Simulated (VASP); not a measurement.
## Hf7VO16 (a cell with a defect): electric field gradients with PBE

Hf7VO16 (a cell with a defect):

```
V Hf O
1.0
     0.00000    5.11500    5.11500
     5.11500    0.00000    5.11500
     5.11500    5.11500    0.00000
V Hf O
1 7 16
Direct
  0.00000 0.00000 0.00000
  0.00000 0.00000 0.50000
  0.00000 0.50000 0.00000
  0.00000 0.50000 0.50000
  0.50000 0.00000 0.00000
  0.50000 0.00000 0.50000
  0.50000 0.50000 0.00000
  0.50000 0.50000 0.50000
  0.12500 0.12500 0.12500
  0.12500 0.12500 0.62500
  0.12500 0.62500 0.12500
  0.12500 0.62500 0.62500
  0.62500 0.12500 0.12500
  0.62500 0.12500 0.62500
  0.62500 0.62500 0.12500
  0.62500 0.62500 0.62500
  0.37500 0.37500 0.37500
  0.37500 0.37500 0.87500
  0.37500 0.87500 0.37500
  0.37500 0.87500 0.87500
  0.87500 0.37500 0.37500
  0.87500 0.37500 0.87500
  0.87500 0.87500 0.37500
  0.87500 0.87500 0.87500
```

* Program: VASP 6.6.1
* Task: electric field gradients
* Functional: PBE
* Potentials or basis: VASP PAW PBE potentials, release 64 (V_sv, Hf_pv, O)
* Cutoff: 520 eV
* k mesh: 3 × 3 × 3
* Occupations: fermi-dirac, width 0.01 eV
* Spin: no spin polarisation
* Dipole correction: no
* Charge: 1
* Further INCAR settings: LREAL = Auto; ALGO = Normal; EDIFF = 1e-08; NBANDS = 108; NELECT = 178.0

```yaml
Largest_force: 1.146 eV/Å
Band_gap_on_the_k_mesh: none (metal or under the smearing width)
```

Forces in eV/Å, atoms in the order of the input:
```
V    0.000  0.000  0.000
Hf   0.000  0.000  0.000
Hf   0.000  0.000  0.000
Hf   0.000  0.000  0.000
Hf   0.000  0.000  0.000
Hf   0.000  0.000  0.000
Hf   0.000  0.000  0.000
Hf   0.000  0.000  0.000
O   -0.662 -0.662 -0.662
O    0.662  0.662 -0.662
O    0.662 -0.662  0.662
O    0.186 -0.186 -0.186
O   -0.662  0.662  0.662
O   -0.186  0.186 -0.186
O   -0.186 -0.186  0.186
O    0.186  0.186  0.186
O   -0.186 -0.186 -0.186
O    0.186  0.186 -0.186
O    0.186 -0.186  0.186
O    0.662 -0.662 -0.662
O   -0.186  0.186  0.186
O   -0.662  0.662 -0.662
O   -0.662 -0.662  0.662
O    0.662  0.662  0.662
```

Levels at points of the mesh, in eV from the Fermi level:
| k point | band 85 | band 86 | band 87 | band 88 | band 89 | band 90 | band 91 | band 92 | band 93 | band 94 |
| --- | --- | --- | --- | --- | --- | --- | --- | --- | --- | --- |
| (0.00, 0.00, 0.00) | -0.60 | -0.60 | -0.02 | -0.02 | 0.00 | 0.00 | 0.02 | 1.44 | 1.44 | 1.44 |

Electric field gradients, principal values (V/Å²):
| atom | Vxx | Vyy | Vzz |
| --- | --- | --- | --- |
| 1 V | -0.003 | -0.003 | 0.005 |
| 2 Hf | 0.090 | 14.695 | -14.785 |
| 3 Hf | 0.090 | 14.695 | -14.785 |
| 4 Hf | 0.089 | 14.695 | -14.785 |
| 5 Hf | 0.090 | 14.695 | -14.785 |
| 6 Hf | 0.089 | 14.695 | -14.785 |
| 7 Hf | 0.089 | 14.695 | -14.785 |
| 8 Hf | 0.000 | 0.000 | -0.001 |
| 9 O | -26.021 | -26.021 | 52.041 |
| 10 O | -26.015 | -26.020 | 52.035 |
| 11 O | -26.015 | -26.020 | 52.035 |
| 12 O | -3.671 | -3.677 | 7.349 |
| 13 O | -26.015 | -26.020 | 52.035 |
| 14 O | -3.671 | -3.677 | 7.349 |
| 15 O | -3.671 | -3.677 | 7.349 |
| 16 O | -3.677 | -3.677 | 7.355 |
| 17 O | -3.677 | -3.677 | 7.355 |
| 18 O | -3.671 | -3.677 | 7.349 |
| 19 O | -3.671 | -3.677 | 7.349 |
| 20 O | -26.015 | -26.020 | 52.035 |
| 21 O | -3.671 | -3.677 | 7.349 |
| 22 O | -26.015 | -26.020 | 52.035 |
| 23 O | -26.015 | -26.020 | 52.035 |
| 24 O | -26.021 | -26.021 | 52.041 |

Run time: 5 min on 1 thread of Intel(R) Xeon(R) 6975P-C (Granite Rapids), with other jobs on the host, peak memory 0.43 GiB.

Caveat: the cell carries a net charge on a neutralising background, which shifts energy and pressure; the cell is charged against a uniform background, so pressure and absolute levels hang on convention; the run has no spin polarisation, though such a crystal can be magnetic; semilocal functionals often make such compounds metallic where correlation or magnetic order opens a gap, which also shifts bond lengths. Spin-orbit coupling is left out, which matters for the levels of Hf.
